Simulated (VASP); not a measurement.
Here is the system:

```
Ni3Si
1.0
    3.43861     0.00000     0.00000
    0.00000     3.43861     0.00000
    0.00000     0.00000     3.43861
Si Ni
1 3
Direct
  0.00000   0.00000   0.00000
  0.00000   0.50000   0.50000
  0.50000   0.00000   0.50000
  0.50000   0.50000   0.00000
```

Level of theory: PBEsol GGA, VASP's PBE PAW potentials (set 64) (plane waves; VASP 6.6.1). Run with 500 eV cut-off, 9×9×9 Γ-centred mesh, first-order Methfessel-Paxton smearing of 0.10 eV, potentials Si Ni.

**Question.** The ions, cell shape and volume at an external pressure of 10.0 GPa are relaxed. Which structure does the run end with?

**Answer.** 
```
Ni3Si
1.0
    3.41768     0.00000     0.00000
    0.00000     3.41768     0.00000
    0.00000     0.00000     3.41768
Si Ni
1 3
Cartesian
  0.00000   0.00000   0.00000
  0.00000   1.70884   1.70884
  1.70884   0.00000   1.70884
  1.70884   1.70884   0.00000
```
Space group Pm-3m (221), at a tolerance of 0.03 Å.

**Question.** How do energy and volume change from the first to the last step?

**Answer.** The energy (σ→0) changes by +8.6 meV/atom and the volume by -1.8 %, in 3 ionic steps.

The compound is Ni3Si in the L1_2 structure. This run relaxes it under an external pressure of 10 GPa. Symmetry was kept, so distortions that lower it aren't found. The run is not spin-polarised, so no magnetic state was tried.
